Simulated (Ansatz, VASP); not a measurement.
# Rh (Rh(100)): VASP beside Ansatz, part 2 of 2

Aim: how closely do two programs agree when they are given the same cell, functional and k mesh?  Other levels of theory on this material are compared in a session of their own. Valence electrons are named where the data sets of a main pair hold unlike numbers.

VASP 6.6.1 and Ansatz 0.2.0.

So far. Step 2 (VASP: single point, LDA): The PAW data sets were made with PBE, though LDA sets exist; pressures can shift by 1 GPa and more with it.

## Step 3: Ansatz: single point, LDA

Level of this step: Ansatz beside VASP: Kohn-Sham DFT, plane waves, LDA (Ansatz).

Ansatz runs on its default PAW (the set named soft_2) files.

The same cell, functional (in two slightly different forms), mesh and smearing now go to Ansatz, which takes its cutoff from its data sets.

The input, input.yaml:

```yaml
crystal:
  lattice:
    - [2.6870057685, 0.0, 0.0]
    - [0.0, 2.6870057685, 0.0]
    - [0.0, 0.0, 29.4]
  atoms:
    - { symbol: Rh, position: [0.0, 0.0, 0.306122449] }
    - { symbol: Rh, position: [0.5, 0.5, 0.3707482993] }
    - { symbol: Rh, position: [0.0, 0.0, 0.4353741497] }
    - { symbol: Rh, position: [0.5, 0.5, 0.5] }
    - { symbol: Rh, position: [0.0, 0.0, 0.5646258503] }
    - { symbol: Rh, position: [0.5, 0.5, 0.6292517007] }
    - { symbol: Rh, position: [0.0, 0.0, 0.693877551] }
hamiltonian:
  xc: lda
  pseudopotentials: { kind: paw }
kpoints:
  mp_grid: { grid: [9, 9, 1] }
scf:
  occupations: { method: methfessel_paxton, width: 0.1 }
  n_extra_bands: 5
efield:
  axis: 3
  dipole_correction: true
  ramp_width: 0.04
output:
  forces: true
  eigenvalues: true
  write_density: true
  write_potential: true
  elf: true
  volumetric_format: npy
```

The run is started by

```sh
$ ansatz run input.yaml --threads 4 --pin off --max-ram 9216MiB --backend cpu --events-out ev --progress --plain --runs-dir out
```

Numbers of over 12 decimals in the logs are rounded to 6 here.

The log of the run:

```text
scf.n_extra_bands = 5 over 60 filled bands (N_el = 119.0): the run solves 65 bands
Engine: ansatz 0.2.0, aarch64-unknown-linux-gnu
Pseudopotentials: kind: paw
Pseudopotential: Rh, paw, valence charge 17, recommended cutoff 420 eV (normal), Rh.paw.azcp
Functional definition: SPW92
  exchange = slater_x
  correlation = pw_c
Crystal: 7 atoms, lattice volume = 212.268 Å³
Basis set: ecut = 420 eV, 4199 PW (Γ)
Bands: 65, of which v1, the nominal top of the filled ones, is band 60 counted from 1 (59 counted from 0)
Symmetry: 8 space group operations
k-points: 15 of 81
Non-local potential: Rh, projectors of the file, l = 0: 3, l = 1: 2, l = 2: 2, l = 3: 1
PAW form: soft (Blöchl's): semilocal exchange-correlation on the pseudo side does not see the compensation charge
PAW frozen core: Rh, regenerated for the run's functional, and the local potential with it (the file was generated under x = pbe(κ = 0.804, μ = 0.219515), c = pbe(β = 0.066725))
PAW one-centre angular grid: Rh, 590 points (default); XC on 64 Gauss nodes
Initial density: superposition of atomic densities (neutral atoms: chi_scale 0, normalization atom), corrected by the library's trained network
Initial wavefunctions: pseudopotential atomic-orbital guess
Functional: x = slater, c = lda
SCF iter   1: F=—  HF=-43947.556719 eV  |F-HF|=—  |Δ(HF+E_count)|=         —  Δρ=1.01e-2  dr2=4.58e-1  ethr=1.77e-3  p=0.000 e·Å  D=2.30e-13 V/Å  ΔV_dip=-0.00 eV  dr2_dipole=6.27e-6  V_vac-E_F(+/−)=4.98/4.98 eV  ⟨swp⟩=8.0  Hψ=4650  notcnv=0
efield: sawtooth ramp at fractional position 0.9800 (placed from the atoms, in the widest stretch of the axis that holds none; the zero of the levels goes with the place), width 0.0400; the density the first Hamiltonian is built on has a dipole p = 0.000 e·Å; the dipole correction subtracts the counter field D = 2.30e-13 V/Å, which shifts the + side's vacuum level by -0.00 eV against the − side's; the planar-averaged density in the ramp window peaks in size at 3.2e-6 e/Å³
preconditioner: auto → LDOS  [metal: Δε(μ)=0.008 eV  Ē_g=3.668 eV  σ=0.100 eV  W_gap=0.07  n_scr=50 (ndim 8)  ℏωp=20.2 eV  f_vac=0.503  D(μ)=14.42/eV (n_scr^D=176)  β→1.0]
SCF iter   2: F=—  HF=-43947.541554 eV  |F-HF|=—  |Δ(HF+E_count)|=   1.52e-2  S|Δr|=    0.00e0  Δρ=8.65e-3  dr2=1.88e-1  ethr=3.85e-4  p=0.000 e·Å  D=1.10e-5 V/Å  ΔV_dip=-0.00 eV  dr2_dipole=7.84e-6  V_vac-E_F(+/−)=5.32/5.32 eV  ⟨swp⟩=2.0  Hψ=1738  notcnv=0  defer=3
SCF iter   3: F=—  HF=-43947.512148 eV  |F-HF|=—  |Δ(HF+E_count)|=   2.94e-2  S|Δr|=    0.00e0  Δρ=1.81e-3  dr2=2.16e-2  ethr=1.58e-4  p=0.000 e·Å  D=1.99e-6 V/Å  ΔV_dip=-0.00 eV  dr2_dipole=1.62e-6  V_vac-E_F(+/−)=5.30/5.30 eV  ⟨swp⟩=2.4  Hψ=1778  notcnv=0  defer=3
SCF iter   4: F=—  HF=-43947.510796 eV  |F-HF|=—  |Δ(HF+E_count)|=   1.35e-3  S|Δr|=    0.00e0  Δρ=5.34e-4  dr2=5.84e-3  ethr=1.81e-5  p=0.000 e·Å  D=7.75e-7 V/Å  ΔV_dip=-0.00 eV  dr2_dipole=1.63e-8  V_vac-E_F(+/−)=5.37/5.37 eV  ⟨swp⟩=2.4  Hψ=1514  notcnv=0  defer=3
SCF iter   5: F=—  HF=-43947.510711 eV  |F-HF|=—  |Δ(HF+E_count)|=   8.53e-5  S|Δr|=    0.00e0  Δρ=2.90e-4  dr2=4.26e-4  ethr=4.90e-6  p=-0.000 e·Å  D=-3.63e-7 V/Å  ΔV_dip=0.00 eV  dr2_dipole=4.48e-9  V_vac-E_F(+/−)=5.41/5.41 eV  ⟨swp⟩=1.9  Hψ=1079  notcnv=0  defer=3
SCF iter   6: F=—  HF=-43947.510772 eV  |F-HF|=—  |Δ(HF+E_count)|=   6.10e-5  S|Δr|=    0.00e0  Δρ=9.98e-5  dr2=4.07e-5  ethr=3.58e-7  p=-0.000 e·Å  D=-4.05e-7 V/Å  ΔV_dip=0.00 eV  dr2_dipole=1.04e-9  V_vac-E_F(+/−)=5.43/5.43 eV  ⟨swp⟩=2.0  Hψ=1401  notcnv=0  defer=3
SCF iter   7: F=—  HF=-43947.510773 eV  |F-HF|=—  |Δ(HF+E_count)|=   1.76e-6  S|Δr|=    0.00e0  Δρ=5.13e-5  dr2=1.06e-5  ethr=3.42e-8  p=-0.000 e·Å  D=-3.04e-7 V/Å  ΔV_dip=0.00 eV  dr2_dipole=1.18e-10  V_vac-E_F(+/−)=5.43/5.43 eV  ⟨swp⟩=2.1  Hψ=1375  notcnv=0  defer=1
SCF iter   8: F=—  HF=-43947.510779 eV  |F-HF|=—  |Δ(HF+E_count)|=   5.58e-6  S|Δr|=    0.00e0  Δρ=2.62e-5  dr2=2.35e-6  ethr=8.93e-9  p=-0.000 e·Å  D=-6.63e-8 V/Å  ΔV_dip=0.00 eV  dr2_dipole=9.59e-12  V_vac-E_F(+/−)=5.43/5.43 eV  ⟨swp⟩=2.2  Hψ=1425  notcnv=0  defer=1
SCF iter   9: F=—  HF=-43947.510781 eV  |F-HF|=—  |Δ(HF+E_count)|=   1.44e-6  S|Δr|=    0.00e0  Δρ=8.56e-6  dr2=2.18e-7  ethr=1.97e-9  p=0.000 e·Å  D=4.08e-8 V/Å  ΔV_dip=-0.00 eV  dr2_dipole=1.13e-10  V_vac-E_F(+/−)=5.43/5.43 eV  ⟨swp⟩=2.0  Hψ=1441  notcnv=0  defer=1
SCF iter  10: F=-43947.510781 eV  HF=-43947.510781 eV  |F-HF|=1.16e-8  |Δ(HF+E_count)|=   1.77e-7  S|Δr|=    0.00e0  Δρ=3.84e-6  dr2=6.05e-8  ethr=8.40e-11  p=0.000 e·Å  D=2.75e-8 V/Å  ΔV_dip=-0.00 eV  dr2_dipole=1.31e-11  V_vac-E_F(+/−)=5.43/5.43 eV  ⟨swp⟩=12.2  Hψ=8319  notcnv=0
SCF 1 converged in 10 iterations: F = -43947.510781 eV  dr2 = 6.05e-8
  greatest PAW one-centre occupation: 1.000 electrons in one spin orbital (limit 2), on the Rh atom at site 2 (counted from 0), in its partial waves of l = 0
WARN: The output density's exchange-correlation potential varies sharply where the density is thin. Do not read a vacuum level from v_tot or v_xc, or from such a field of the output density. On a cell that repeats whose density bears no net charge and no dipole along the vacuum's axis use v_es (v_loc + v_h of the components); under efield.dipole_correction with no amplitude use v_es + v_field, which holds any externa [...]
SCF converged after 10 iterations
Stability not checked: this state was not tested for a lower state beside it, because cold or Methfessel-Paxton smearing, or corrected tetrahedra, fill the levels in a way that the test cannot read (fill_not_monotonic; see scf.lower_state_search)
Free energy (F): -43947.510781 eV
Harris-Foulkes:  -43947.510781 eV  (|F-HF|=1.16e-8)
Internal energy: -43947.503315 eV  (E = F + TS)
E sigma→0 (E₀):  -43947.508914 eV
Entropy (-TS):   -0.007466 eV (-1.067 meV/atom)
Fermi energy:    7.033816 eV
Dipole field:    D = -0.000005 V/Å  (p = -0.000006 e·Å, saw-weighted, corrected)
Work function:   Φ+ = 5.4314 eV   Φ− = 5.4313 eV
Levels:          The Fermi level and band energies are counted from a zero that moves with the ramp; work functions are not
--- Per-component energies (eV) ---
  E_band       = -2393.646488
  E_kinetic    = 4007.969616
  E_local      = -274465.301775  (includes V_loc(G=0)·N_el)
  E_nonlocal   = 2526.274071
  E_hartree    = 134699.198331
  E_xc         = -1539.249170
  E_vxc        = -1940.486306  (∫ρ·V_xc dr)
  E_paw        = -24248.221491  (= ΣΔE_a)
  E_vpaw       = -1920.531334  (= ΣTr[D̂ρ^β])
  E_aug_tail   = 0.005225  (compensation charges beyond the density's cutoff)
  E_efield     = 0.000000  (sawtooth field / dipole correction)
  E_vefield    = 0.000000  (∫n·V_field dr)
  E_ewald      = 115067.464502
  E_core_change = 4.357375  (= ΣΔE_core)
  E_smearing   = -0.007466  (= −TS)
  E_closure    = 0.000000  (closes the sum)
  Σ components = -43947.510781   (vs F -43947.510781, Δ=0.00e0)
--- Forces (eV/Å), atoms counted from 1 ---
  atom   1  Rh    -0.00000000     0.00000000     1.11221990
  atom   2  Rh    -0.00000000     0.00000000    -0.55159590
  atom   3  Rh    -0.00000000     0.00000000    -0.08026178
  atom   4  Rh    -0.00000000     0.00000000    -0.00000001
  atom   5  Rh     0.00000000     0.00000000     0.08026202
  atom   6  Rh     0.00000000     0.00000000     0.55159597
  atom   7  Rh     0.00000000     0.00000000    -1.11221890
  max |Σ_I F_I| component: 1.30e-6 eV/Å
--- Band table (eV; the first three rows and the last of 15) ---
  k-point 0: bands = [... 56 lower, 6.3448, 6.6686, 6.8035, 6.8035, 7.0205, 7.3657, 7.4886, 7.5117, ... 1 higher]
  k-point 1: bands = [... 56 lower, 6.1973, 6.4428, 6.4850, 6.6906, 6.8651, 6.9991, 7.2178, 7.2471, ... 1 higher]
  k-point 2: bands = [... 56 lower, 6.1740, 6.2041, 6.2806, 6.3179, 6.7679, 6.9378, 6.9510, 7.3183, ... 1 higher]
  k-point 14: bands = [... 56 lower, 7.5720, 7.8330, 7.8478, 7.8592, 7.8821, 8.2983, 8.3399, 10.2804, ... 1 higher]
```

The job ended after 8.8 s (4 threads of Arm Neoverse V1, shared host; peak memory 0.67 GiB).

The column dr2 measures how far the density is from self-consistency, as an energy; F and HF (Harris–Foulkes) agree once it is small.

## Step 4: Comparison

Known differences besides the potentials themselves: the two LDA forms differ slightly; the data sets hold 119 valence electrons in Ansatz (on its default PAW (the set named soft_2) files) and 63 in VASP; the cutoff is 420 eV in Ansatz and 350 eV in VASP (PREC = Normal); Ansatz makes its cores anew for this functional, VASP keeps those of its PBE data sets; VASP's log shows a relativistic correction to its local exchange, Ansatz's none. Total energies have different zeros and are not compared.

Both answers:

```
                                   quantity  Ansatz  VASP  difference
 work function, lower of the two faces (eV)    5.43  5.43        0.00
work function, higher of the two faces (eV)    5.43  5.43        0.00
```

Forces (eV/Å; atoms numbered as in POSCAR):

```
atom        Ansatz x, y, z          VASP x, y, z
 Rh1   0.000, 0.000, 1.112   0.000, 0.000, 1.105
 Rh2  0.000, 0.000, -0.552  0.000, 0.000, -0.551
 Rh3  0.000, 0.000, -0.080  0.000, 0.000, -0.083
 Rh4   0.000, 0.000, 0.000   0.000, 0.000, 0.000
 Rh5   0.000, 0.000, 0.080   0.000, 0.000, 0.083
 Rh6   0.000, 0.000, 0.552   0.000, 0.000, 0.551
 Rh7  0.000, 0.000, -1.112  0.000, 0.000, -1.105
```

The forces differ by 2.4 meV/Å r.m.s., which is 0.6 % of the r.m.s. force of 0.382 eV/Å (both taken over all components). VASP's log warns that it found no field-free region in the vacuum, so its work functions are uncertain. With vacuum in the cell, a pressure given here is an average over mostly empty space and none of the material.

## Step 5: Results

```
r.m.s. force difference (single point, LDA) : 0.63 % of the r.m.s. force
```

**Reading.** The r.m.s. force difference is 0.63 % of the r.m.s. force (single point, LDA), within the 3 % picked in this series as the mark of a large difference. The data sets hold unlike numbers of valence electrons (119 in Ansatz and 63 in VASP), so part of the differences comes from the potentials. 11 further runs of this series are not shown here. Such differences can come from data sets, numerical settings and the points named under the comparisons, not from the functional's error against experiment.

[Lines on the potential files, build, host, timing and source positions are cut from VASP's logs without a mark.]

[Logs are printed without paths, hosts, clocks, repeated set-up lines and the standing remarks that a program may print on its own settings, such as how far it seeks lower states.]

[Hosts, paths, dates, database ids (printed as entryN), source tags and the programs' standing remarks are cut or masked in the printed files.]
